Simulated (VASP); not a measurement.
Input for VASP

File POSCAR:
```
CsBr
1
    4.3011747602     0.0000000000     0.0000000000
    0.0000000000     4.3011747602     0.0000000000
    0.0000000000     0.0000000000     4.3011747602
Cs Br
1 1
Direct
  0.0000000000   0.0000000000   0.0000000000
  0.5000000000   0.5000000000   0.5000000000
```

### INCAR
```
AEXX  =  0.25
ALGO  =  Normal
EDIFF  =  1E-6
ENCUT  =  520
GGA  =  PE
HFRCUT  =  -1
ISIF  =  2
ISMEAR  =  0
ISYM  =  3
LASPH  =  T
LCHARG  =  F
LHFCALC  =  T
LMAXMIX  =  4
LREAL  =  F
LWAVE  =  F
NELM  =  60
PREC  =  Accurate
PRECFOCK  =  Fast
SIGMA  =  0.05
SYSTEM  =  CsBr
```

### KPOINTS
```
K-points
0
gamma
 4 4 4
0 0 0
```

POTCAR, in this order: Cs_sv Br (PBE.64 set). Program: vasp_std. Read from the step before: WAVECAR.

### Question
Write an equivalent input for Quantum ESPRESSO's pw.x.

### Answer
One equivalent input (not run):
```
&CONTROL
  calculation = 'scf'
  pseudo_dir = './pseudo'
  outdir = './out'
  tprnfor = .true.
  tstress = .false.
/
&SYSTEM
  ibrav = 0
  nat = 2
  ntyp = 2
  ecutwfc = 50
  occupations = 'smearing'
  smearing = 'gaussian'
  degauss = 0.003675
  input_dft = 'pbe0'
  nqx1 = 4
  nqx2 = 4
  nqx3 = 4
/
&ELECTRONS
  conv_thr = 7.3e-08
  electron_maxstep = 60
/
ATOMIC_SPECIES
  Cs 132.905 Cs.upf
  Br 79.904 Br.upf
CELL_PARAMETERS angstrom
     4.3011748    0.0000000    0.0000000
     0.0000000    4.3011748    0.0000000
     0.0000000    0.0000000    4.3011748
ATOMIC_POSITIONS crystal
  Cs   0.0000000  0.0000000  0.0000000
  Br   0.5000000  0.5000000  0.5000000
K_POINTS automatic
  4 4 4 0 0 0
```
Limits of the translation: the potentials are each code's own (VASP's PAW set, PseudoDojo norm-conserving files in pw.x), so ENCUT and ecutwfc are chosen apart and not converted; conv_thr bounds pw.x's estimated SCF error, while EDIFF bounds the energy change between steps; the singularity of exact exchange is treated differently by default.

The compound is CsBr in the CsCl type structure. This cell is one point of a volume scan, at 0.94 of the reference volume.
